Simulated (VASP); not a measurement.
```xyz
3
Lattice="0.0000 2.7525 2.7525 2.7525 0.0000 2.7525 2.7525 2.7525 0.0000" Properties=species:S:1:pos:R:3 pbc="T T T"
Ca     2.7525     5.5050     2.7525
F      1.3762     1.3762     1.3762
F      4.1287     4.1287     4.1287
```

All values below come from PW91 GGA, VASP's PBE PAW potentials (set 64) (plane waves; VASP). Run with 520 eV cut-off, 8×8×8 Γ-centred mesh, tetrahedra with Blöchl corrections, potentials Ca_sv F.

Estimate the energy per atom (σ→0), band gap (on the k-mesh) with the smallest direct gap where there is one.

The band gap (on the k-mesh) is 7.19 eV. The smallest direct gap (on the k-mesh) is 7.44 eV and the energy per atom (σ→0) is -5.843 eV/atom.

Only differences to runs with the same potentials and settings are physical.

The compound is CaF2 in the fluorite structure. It was relaxed first.
